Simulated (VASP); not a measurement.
Output of a VASP run:

### OSZICAR
```
       N       E                     dE             d eps       ncg     rms          rms(c)
DAV:   1     0.256972132090E+03    0.25697E+03   -0.13861E+04  4712   0.185E+03
DAV:   2     0.101877547041E+02   -0.24678E+03   -0.23916E+03  4716   0.398E+02
DAV:   3    -0.327568089778E+02   -0.42945E+02   -0.41031E+02  7316   0.168E+02
DAV:   4    -0.349324892134E+02   -0.21757E+01   -0.20898E+01  6372   0.360E+01
DAV:   5    -0.349905487869E+02   -0.58060E-01   -0.55205E-01  6648   0.524E+00    0.201E+01
DAV:   6    -0.311136686938E+02    0.38769E+01   -0.76675E+01  7410   0.111E+02    0.262E+01
DAV:   7    -0.291694673257E+02    0.19442E+01   -0.14081E+01  8068   0.811E+01    0.113E+01
DAV:   8    -0.292928261192E+02   -0.12336E+00   -0.16139E+00  5020   0.112E+01    0.710E+00
DAV:   9    -0.292477521195E+02    0.45074E-01   -0.28661E-01  8186   0.106E+01    0.165E+00
DAV:  10    -0.292514243595E+02   -0.36722E-02   -0.84684E-02  6410   0.684E+00    0.414E-01
DAV:  11    -0.292507772078E+02    0.64715E-03   -0.26562E-02  7304   0.200E+00    0.937E-02
DAV:  12    -0.292509014071E+02   -0.12420E-03   -0.96496E-04  4822   0.316E-01    0.654E-02
DAV:  13    -0.292509229117E+02   -0.21505E-04   -0.20174E-04  6126   0.208E-01    0.429E-02
DAV:  14    -0.292509157849E+02    0.71267E-05   -0.29994E-05  7572   0.958E-02    0.210E-02
DAV:  15    -0.292509166083E+02   -0.82336E-06   -0.13487E-05  5998   0.483E-02    0.104E-02
DAV:  16    -0.292509168379E+02   -0.22959E-06   -0.71425E-07  2416   0.147E-02
   1 F= -.29250917E+02 E0= -.29248522E+02  d E =-.478895E-02  mag=    -0.0000
```

### OUTCAR
```
------------------------ aborting loop because EDIFF is reached ----------------------------------------
  FORCE on cell =-STRESS in cart. coord.  units (eV):
  Direction    XX          YY          ZZ          XY          YZ          ZX
  --------------------------------------------------------------------------------------
  Total       -2.7846778     -2.7846778     -2.7846778      0.3500854      0.3500854      0.3500854
  in kB     -103.5741372   -103.5741372   -103.5741372     13.0211814     13.0211814     13.0211814
  external PRESSURE =    -103.5741372 kB  Pullay stress =       0.0000000 kB
  volume of cell :       43.08
      direct lattice vectors                 reciprocal lattice vectors
     4.416600000  2.208300000  2.208300000     0.339627768 -0.113209256 -0.113209256
     2.208300000  4.416600000  2.208300000    -0.113209256  0.339627768 -0.113209256
     2.208300000  2.208300000  4.416600000    -0.113209256 -0.113209256  0.339627768
 POSITION                                       TOTAL-FORCE (eV/Angst)
 -----------------------------------------------------------------------------------
      0.00000      0.00000      0.00000         0.000000     -0.000000     -0.000000
      4.41660      4.41660      4.41660         0.000000      0.000000     -0.000000
      2.20830      2.20830      2.20830        -0.000000      0.000000     -0.000000
      6.62490      6.62490      6.62490        -0.000000     -0.000000      0.000000
 -----------------------------------------------------------------------------------
    total drift:                                0.000000     -0.000000     -0.000000
  FREE ENERGIE OF THE ION-ELECTRON SYSTEM (eV)
  ---------------------------------------------------
  free  energy   TOTEN  =       -29.2509168379 eV

  energy  without entropy=      -29.2461278844  energy(sigma->0) =      -29.24852236

 total charge

# of ion       s       p       d       tot
------------------------------------------
    1        0.266   0.308   6.079   6.652
    2        0.266   0.308   6.079   6.652
    3        1.561   3.389   0.000   4.950
    4        1.561   3.389   0.000   4.950
--------------------------------------------------
tot          3.654   7.393  12.158  23.204

 magnetization (x)

# of ion       s       p       d       tot
------------------------------------------
    1        0.008   0.005   3.435   3.449
    2       -0.008  -0.005  -3.435  -3.449
    3        0.000   0.000   0.000   0.000
    4        0.000   0.000   0.000   0.000
--------------------------------------------------
tot          0.000   0.000   0.000   0.000
```
(Selected blocks of OUTCAR.)

### POSCAR
```
FeO
1
    4.4166000000     2.2083000000     2.2083000000
    2.2083000000     4.4166000000     2.2083000000
    2.2083000000     2.2083000000     4.4166000000
Fe O
2 2
Direct
  0.0000000000   0.0000000000   0.0000000000
  0.5000000000   0.5000000000   0.5000000000
  0.2500000000   0.2500000000   0.2500000000
  0.7500000000   0.7500000000   0.7500000000
```

**Question.** Write an INCAR and KPOINTS that could have produced this output.

**Answer.** This is not unique; one that fits is the input of the run itself, PBE GGA, plane waves, VASP's PBE PAW potentials (set 64).

KPOINTS:
```
Automatic
0
Gamma
8 8 8
0 0 0
```

**INCAR**
```
GGA  =  PE
EDIFF  =  1E-6   ! SCF stop (eV)
ENCUT  =  520   ! plane-wave cut-off (eV)
LORBIT  =  10
LMAXMIX  =  4
NELM  =  100   ! most electronic steps
MAGMOM  =  4.0 -4.0 0.0 0.0
LWAVE  =  F
ISMEAR  =  0
ISPIN  =  2   ! spin-polarised
ISIF  =  2
SYSTEM  =  FeO
ALGO  =  Normal   ! blocked Davidson
LASPH  =  T   ! aspherical one-centre terms
LREAL  =  F
SIGMA  =  0.05   ! width (eV)
PREC  =  Accurate
NUPDOWN  =  2
LCHARG  =  F
```

POTCAR, in this order: Fe O (PBE.64 set). Program: vasp_std.

The compound is FeO in the rock salt, AFM-II order structure. The cell was not relaxed at this level. The run is one of a series of settings (NUPDOWN = 2 against the base run), some of them coarse on purpose.
